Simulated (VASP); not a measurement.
Input of a VASP 6.6.1 run:

File INCAR:

```
ALGO = Normal
EDIFF = 1E-6
ENCUT = 520
GGA = PS
ISIF = 2
ISMEAR = 1
ISPIN = 2
LASPH = T
LCHARG = T
LMAXMIX = 4
LORBIT = 11
LREAL = F
LVHAR = T
LWAVE = F
MAGMOM = 0.7
NELM = 120
PREC = Accurate
SIGMA = 0.1
```

Contents of KPOINTS:

```
k-points
0
Gamma
  20 20 20
```

The input POSCAR:

```
Ni                                      
1.0
   -0.0000000000      1.7310105135      1.7310105135
    1.7310105135      0.0000000000      1.7310105135
    1.7310105135      1.7310105135      0.0000000000
  Ni            
     1
Direct
     0.0000000000000000    0.0000000000000000    0.0000000000000000
```

Potentials or basis: VASP PAW PBE potentials, release 64 (Ni).

The run is started by

```console
$ cat potpaw_PBE.64/Ni/POTCAR > POTCAR
$ mpirun -np 1 vasp_std > vasp.out
```

**Question.** What does it give for the net moment?

**Answer.** 0.62 μB per cell.

**Question.** Estimate the band gap on the k mesh.

**Answer.** None (metal or under the smearing width).

**Question.** Predict the site moments.

**Answer.** Ni +0.63 μB.
